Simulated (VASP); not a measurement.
Given:

```
CELL_PARAMETERS angstrom
      0.00000     2.77095     2.77095
      2.77095     0.00000     2.77095
      2.77095     2.77095     0.00000
ATOMIC_POSITIONS crystal
  Ca 0.00000 0.00000 0.00000
```

The numbers are results of MS2 meta-GGA, VASP's PBE PAW potentials (set 64) (plane waves; VASP), not measurements. Numerical set-up: 520 eV cut-off, 13×13×13 Γ-centred mesh, tetrahedra with Blöchl corrections, potentials Ca_sv.

Problem. Estimate the energy per atom (σ→0), band gap (over mesh and band path) with the smallest direct gap where there is one.

Solution. 
```
Quantity                                                              Result
----------------------------------  ----------------------------------------
band gap (over mesh and band path)  none (metal, semimetal or under 0.01 eV)
energy per atom (σ→0)                                         -7322 meV/atom
```

Only differences to runs with the same potentials and settings are physical.

The compound is Ca in the fcc structure. It was relaxed first.
